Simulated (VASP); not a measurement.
Molecule: OScCl2H, in a box.

```
O Sc Cl H
1.0
    12.00000    0.00000    0.00000
     0.00000   14.00000    0.00000
     0.00000    0.00000   12.00000
O Sc Cl H
1 1 2 1
Direct
  0.59321 0.59769 0.56527
  0.53518 0.48181 0.52658
  0.62035 0.34491 0.58852
  0.37841 0.47597 0.41714
  0.62375 0.65809 0.58573
```

Program: VASP 6.6.1. Alike in all runs: potentials or basis VASP PAW PBE potentials, release 64 (O, Sc_sv, Cl, H); no spin polarisation; cell as given; k mesh 1 × 1 × 1; cutoff (eV) 520; smearing gaussian 0.01 eV.

Order these runs on this cell by their band gap on the k mesh, lowest first.
A. level PBE
B. level BLYP
C. level PBE0+D3(BJ); grid for exact exchange (PRECFOCK) Fast; exchange at q = 0 truncated
D. level r2SCAN

B (3.73 eV), A (3.91 eV), D (4.52 eV), C (6.27 eV).

